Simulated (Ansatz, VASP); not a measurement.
# Rb in two plane-wave programs, part 2 of 2

Wanted: the spread between two codes on one cell, functional and k mesh.

VASP 6.6.1 and Ansatz 0.2.0.

So far: The starting structure; Ansatz: single point, PBEsol; VASP: single point, PBEsol; Differences.

### 5. Ansatz: single point, LDA

Level of this step: Ansatz beside VASP: Kohn-Sham DFT, plane waves, LDA (Ansatz).

With cell and atoms fixed, the geometry can't cause a difference; cores, projectors, grids and the points listed under the comparison can.

File input.yaml:

```yaml
crystal:
  lattice:
    - [4.8540723882, 0.0, 0.0]
    - [-6.4720965176, 4.5764633361, 0.0]
    - [0.0, 0.0, 27.8900005257]
  atoms:
    - { symbol: Rb, position: [0.0, 0.0, 0.713158844] }
    - { symbol: Rb, position: [0.0, 0.5, 0.571052948] }
    - { symbol: Rb, position: [0.0, 0.0, 0.428947052] }
    - { symbol: Rb, position: [0.0, 0.5, 0.286841156] }
hamiltonian:
  xc: lda
  pseudopotentials: { kind: paw }
kpoints:
  mp_grid: { grid: [9, 9, 1] }
scf:
  occupations: { method: gaussian, width: 0.05 }
  n_extra_bands: 5
efield:
  axis: 3
  dipole_correction: true
  ramp_width: 0.04
output:
  forces: true
  eigenvalues: true
```

Started as:

```console
> ansatz run input.yaml --threads 2 --pin off --max-ram 4608MiB --backend cpu --events-out ev --progress --plain --runs-dir out
```

Numbers of over 12 decimals in the logs are rounded to 6 here.

The log of the run:

```text
[...]
Crystal: 4 atoms, lattice volume = 619.562 Å³
Basis set: ecut = 420 eV, 12101 PW (Γ)
Bands: 23, of which v1, the nominal top of the filled ones, is band 18 counted from 1 (17 counted from 0)
Symmetry: 4 space group operations
k-points: 25 of 81
[...]
k-point 1: bands = [... 14 lower, -12.8089, -12.8078, -1.7179, -1.3681, -0.8028, -0.1142, 0.9006, 1.2906, ... 1 higher]
  k-point 2: bands = [... 14 lower, -12.8138, -12.8101, -1.3912, -1.0517, -0.4966, 0.1912, 1.0469, 1.4914, ... 1 higher]
  k-point 24: bands = [... 14 lower, -12.8509, -12.8177, 0.1750, 0.4965, 0.9318, 1.1926, 1.2568, 1.3661, ... 1 higher]
[key lines of the parts left out:]
SCF converged after 7 iterations
Free energy (F): -12682.702147 eV
Fermi energy:    0.072176 eV
Dipole field:    D = 0.000001 V/Å  (p = 0.000003 e·Å, saw-weighted, corrected)
Work function:   Φ+ = 2.4043 eV   Φ− = 2.4043 eV
```

Wall time 9.3 s (2 threads of Intel Xeon Platinum 8488C (Sapphire Rapids), shared host); peak memory 0.78 GiB; 17 s of CPU time.

### 6. VASP: single point, LDA

The same cell, functional (in two slightly different forms), mesh and smearing now go to VASP, with its own data sets and cutoff.

File INCAR:

```
SYSTEM = Rb
PREC = Normal
ENCUT = 350
EDIFF = 1E-06
NELM = 120
ISMEAR = 0
SIGMA = 0.05
LREAL = .FALSE.
ALGO = Normal
GGA = CA
NBANDS = 20
LORBIT = 11
LWAVE = .FALSE.
LCHARG = .FALSE.
KPAR = 4
IDIPOL = 3
LDIPOL = .TRUE.
DIPOL = 0.5 0.5 0.5
LVHAR = .TRUE.
LVACPOTAV = .TRUE.
```

File POSCAR:

```
Rb
1.0
    4.8540723882      0.0000000000      0.0000000000
   -6.4720965176      4.5764633361      0.0000000000
    0.0000000000      0.0000000000     27.8900005257
Rb
4
Direct
    0.0000000000      0.0000000000      0.7131588440
    0.0000000000      0.5000000000      0.5710529480
    0.0000000000      0.0000000000      0.4289470520
    0.0000000000      0.5000000000      0.2868411560
```

File KPOINTS:

```
Automatic mesh
0
Gamma
9 9 1
0 0 0
```

The projector-augmented-wave data sets are Rb_pv (PBE family, release 64).

Started as:

```console
> mpirun -np 4 vasp_std
```

The log of the run:

```text
[banner, memory and clock lines left out]
running    4 mpi-ranks, on    1 nodes
[...]
[... a notice as in an earlier step ...]

 LDA part: xc-table for (Slater(with rela. corr.)+CA(PZ))
 , standard interpolation
 POSCAR, INCAR and KPOINTS ok, starting setup
[...]
entering main loop
       N       E                     dE             d eps       ncg     rms          rms(c)
DAV:   1     0.415625838749E+02    0.41563E+02   -0.88806E+03  1424   0.695E+02
DAV:   2    -0.301002643686E+01   -0.44573E+02   -0.43262E+02  1112   0.120E+02
DAV:   3    -0.408126860439E+01   -0.10712E+01   -0.10544E+01  1284   0.149E+01
DAV:   4    -0.412059018901E+01   -0.39322E-01   -0.39210E-01  1300   0.198E+00
[...]
DAV:  18    -0.397507887314E+01   -0.20689E-04   -0.26497E-06   848   0.168E-03    0.312E-04
DAV:  19    -0.397508189275E+01   -0.30196E-05   -0.39034E-07   852   0.719E-04    0.162E-04
DAV:  20    -0.397508243636E+01   -0.54361E-06   -0.78621E-08   656   0.399E-04
 [... a notice as in an earlier step ...]

   1 F= -.39750824E+01 E0= -.39736195E+01  d E =-.292587E-02
```

OUTCAR, selected parts (step 6):

```text
  Total       -0.9122600     -0.9904651     -0.6293672     -0.1105988      0.0000000      0.0000000
  in kB       -2.3590896     -2.5613268     -1.6275335     -0.2860066      0.0000000      0.0000000
  external PRESSURE =      -2.1826500 kB  Pullay stress =       0.0000000 kB

 POSITION                                       TOTAL-FORCE (eV/Angst)
 -----------------------------------------------------------------------------------
      0.00000      0.00000     19.89000         0.000000      0.000000     -0.053865
     -3.23605      2.28823     15.92667         0.000000      0.000000      0.004244
      0.00000      0.00000     11.96333         0.000000      0.000000     -0.004244
     -3.23605      2.28823      8.00000         0.000000      0.000000      0.053865
 -----------------------------------------------------------------------------------
    total drift:                               -0.000000      0.000000      0.000000

  FREE ENERGIE OF THE ION-ELECTRON SYSTEM (eV)
  ---------------------------------------------------
  free  energy   TOTEN  =        -3.9750824364 eV

  energy  without entropy=       -3.9721565663  energy(sigma->0) =       -3.97361950

[... 1 part as in an earlier step ...]

[... 2 further parts left out ...]
[key lines of the parts left out:]
E-fermi :  -1.7060
```

The PAW data sets were made with PBE, though LDA sets exist; this is a small mismatch.

### 7. Comparison

What differs besides the data sets and the points named for the pairs above, as far as they apply: the two LDA forms differ slightly; VASP's log shows a relativistic correction to its local exchange, Ansatz's none. Total energies have different zeros and are not compared.

Compared:

```tsv
quantity	Ansatz	VASP	difference
work function, lower of the two faces (eV)	2.40	2.40	0.00
work function, higher of the two faces (eV)	2.40	2.40	0.00
```

Forces (eV/Å; atoms numbered as in POSCAR):

```tsv
atom	Ansatz x, y, z	VASP x, y, z
Rb1	0.000, 0.000, -0.054	0.000, 0.000, -0.054
Rb2	0.000, 0.000, 0.004	0.000, 0.000, 0.004
Rb3	0.000, 0.000, -0.004	0.000, 0.000, -0.004
Rb4	0.000, 0.000, 0.054	0.000, 0.000, 0.054
```

The forces differ by 0.1 meV/Å r.m.s., which is 0.2 % of the r.m.s. force of 0.02 eV/Å (both taken over all components). VASP's log warns that it found no field-free region in the vacuum, so its work functions are uncertain.

### 8. Results

```yaml
difference_in_work_function_higher_of_the_two_faces_single_point_pbesol: 0.0049 eV
difference_in_work_function_higher_of_the_two_faces_single_point_lda: 0.0013 eV
```

In words: The difference in work function, higher of the two faces is 0.0049 eV (single point, PBEsol). Such differences can come from data sets, numerical settings and the points named under the comparisons, not from the functional's error against experiment.

[Lines on the potential files, build, host, timing and source positions are cut from VASP's logs without a mark.]

[Logs are printed without paths, hosts, clocks, repeated set-up lines and the standing remarks that a program may print on its own settings, such as how far it seeks lower states.]

[Hosts, paths, dates, database ids (printed as entryN), source tags and the programs' standing remarks are cut or masked in the printed files.]

[VASP's PBE data sets in a run with another functional are called a small mismatch above; for pressures it isn't always small: they can move by 1 GPa and more.]
